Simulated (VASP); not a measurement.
The system is Cl2, in a box.

```
CELL_PARAMETERS angstrom
12.00000 0.00000 0.00000
0.00000 12.50000 0.00000
0.00000 0.00000 13.00000
ATOMIC_POSITIONS crystal
Cl 0.45000 0.47000 0.42332
Cl 0.45000 0.47000 0.57668
```

Base run:

- Program: VASP 6.6.1
- Functional: PBE0
- Potentials or basis: VASP PAW PBE potentials, release 64 (Cl)
- Cutoff: 450 eV
- k mesh: 1 × 1 × 1
- Occupations: gaussian, width 0.01 eV
- Spin: no spin polarisation

Its results: gap between the frontier levels 5.55 eV; largest force 0.570 eV/Å.

Q: After a change of settings the same cell gave: gap between the frontier levels 3.03 eV; largest force 0.249 eV/Å. Which change was it?
A. functional from PBE0 to HSE06
B. functional from PBE0 to r2SCAN
C. functional from PBE0 to PBEsol; cutoff from 450 eV to 300 eV

A: C.

PBE0 gives the wider gap, since exact exchange removes part of the self-interaction.

Caveats: the PAW data sets were made with another functional, which shifts forces and pressure a little.

Not every run made on this cell is shown here.
